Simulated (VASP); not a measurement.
Level of theory: optB86b-vdW, VASP's PBE PAW potentials (set 64) (plane waves; VASP 6.6.1).

Input for VASP

**INCAR**
```
! general
SYSTEM   = ZnS
PREC     = Accurate
ENCUT    = 520
LREAL    = .False.
LASPH    = .True.

! electronic loop
EDIFF    = 1E-6
NELM     = 100
ALGO     = Normal
LMAXMIX  = 4

! smearing
ISMEAR   = 0
SIGMA    = 0.05

! functional
GGA      = MK
LUSE_VDW = .True.
AGGAC    = 0.0
PARAM1   = 0.1234
PARAM2   = 1.0

! ions
IBRION   = 2
NSW      = 60
ISIF     = 3
EDIFFG   = -0.01

! output
LWAVE    = .False.
LCHARG   = .False.
```

**POSCAR**
```
ZnS
1.0
  0.0000000000   2.7050000000   2.7050000000
  2.7050000000   0.0000000000   2.7050000000
  2.7050000000   2.7050000000   0.0000000000
Zn S
1 1
Cart
  0.0000000000   0.0000000000   0.0000000000
  1.3525000000   1.3525000000   1.3525000000
```

KPOINTS:
```
Automatic mesh
0
Gamma
8 8 8
0 0 0
```

POTCAR, in this order: Zn S (PBE.64 set). Program: vasp_std.

The resulting files:

**OSZICAR**
```
       N       E                     dE             d eps       ncg     rms          rms(c)
DAV:   1     0.936652911586E+02    0.93665E+02   -0.94818E+03   754   0.168E+03
DAV:   2     0.343531821057E+01   -0.90230E+02   -0.86373E+02   809   0.283E+02
DAV:   3    -0.271555175056E+01   -0.61509E+01   -0.61243E+01   949   0.748E+01
DAV:   4    -0.279039314770E+01   -0.74841E-01   -0.74821E-01   824   0.873E+00
DAV:   5    -0.279153465326E+01   -0.11415E-02   -0.11415E-02   944   0.108E+00    0.695E+00
DAV:   6    -0.240194808215E+01    0.38959E+00   -0.93890E-01  1112   0.359E+01    0.533E+00
DAV:   7    -0.238910063580E+01    0.12847E-01   -0.31020E-01   784   0.555E+00    0.275E+00
DAV:   8    -0.238841859290E+01    0.68204E-03   -0.48029E-03   869   0.729E-01    0.784E-01
DAV:   9    -0.238854663611E+01   -0.12804E-03   -0.94564E-04   804   0.314E-01    0.106E-01
DAV:  10    -0.238863211761E+01   -0.85482E-04   -0.86243E-05   834   0.100E-01    0.432E-02
DAV:  11    -0.238864601853E+01   -0.13901E-04   -0.17998E-05   819   0.493E-02    0.444E-03
DAV:  12    -0.238864643352E+01   -0.41499E-06   -0.10104E-06   668   0.968E-03
   1 F= -.23886464E+01 E0= -.23886464E+01  d E =-.238865E+01
       N       E                     dE             d eps       ncg     rms          rms(c)
DAV:   1    -0.239004753164E+01   -0.14015E-02   -0.17601E-02   899   0.309E+00    0.269E-01
DAV:   2    -0.238885720173E+01    0.11903E-02   -0.42360E-03   894   0.205E+00    0.102E-01
DAV:   3    -0.238872010236E+01    0.13710E-03   -0.16401E-04   804   0.130E-01    0.461E-02
DAV:   4    -0.238868881953E+01    0.31283E-04   -0.17527E-05   897   0.696E-02    0.244E-02
DAV:   5    -0.238868392991E+01    0.48896E-05   -0.51622E-06  1083   0.477E-02    0.474E-03
DAV:   6    -0.238868391693E+01    0.12987E-07   -0.16591E-06   526   0.166E-02
   2 F= -.23886839E+01 E0= -.23886839E+01  d E =-.374834E-04
```

**OUTCAR**
```
------------------------ aborting loop because EDIFF is reached ----------------------------------------
  FORCE on cell =-STRESS in cart. coord.  units (eV):
  Direction    XX          YY          ZZ          XY          YZ          ZX
  --------------------------------------------------------------------------------------
  Total        0.0043898      0.0043898      0.0043898      0.0000000      0.0000000     -0.0000000
  in kB        0.1781481      0.1781481      0.1781481      0.0000000      0.0000000     -0.0000000
  external PRESSURE =       0.1781481 kB  Pullay stress =       0.0000000 kB
  volume of cell :       39.48
      direct lattice vectors                 reciprocal lattice vectors
     0.000000000  2.702591772  2.702591772    -0.185007594  0.185007594  0.185007594
     2.702591772 -0.000000000  2.702591772     0.185007594 -0.185007594  0.185007594
     2.702591772  2.702591772  0.000000000     0.185007594  0.185007594 -0.185007594
  FREE ENERGIE OF THE ION-ELECTRON SYSTEM (eV)
  ---------------------------------------------------
  free  energy   TOTEN  =        -2.3886839169 eV

  energy  without entropy=       -2.3886839169  energy(sigma->0) =       -2.38868392

 reached required accuracy - stopping structural energy minimisation
```
(Selected blocks of OUTCAR.)

CONTCAR:
```
ZnS
   1.00000000000000
     0.0000000000000000    2.7025917715041992    2.7025917715041992
     2.7025917715041992   -0.0000000000000000    2.7025917715041992
     2.7025917715041992    2.7025917715041992    0.0000000000000000
  Zn              S
     1     1
Direct
     0.0000000000000000    0.0000000000000000    0.0000000000000000
     0.2500000000000000    0.2500000000000000    0.2500000000000000
```

The compound is ZnS in the zinc blende structure. This run relaxes it. Symmetry was kept, so distortions that lower it aren't found.
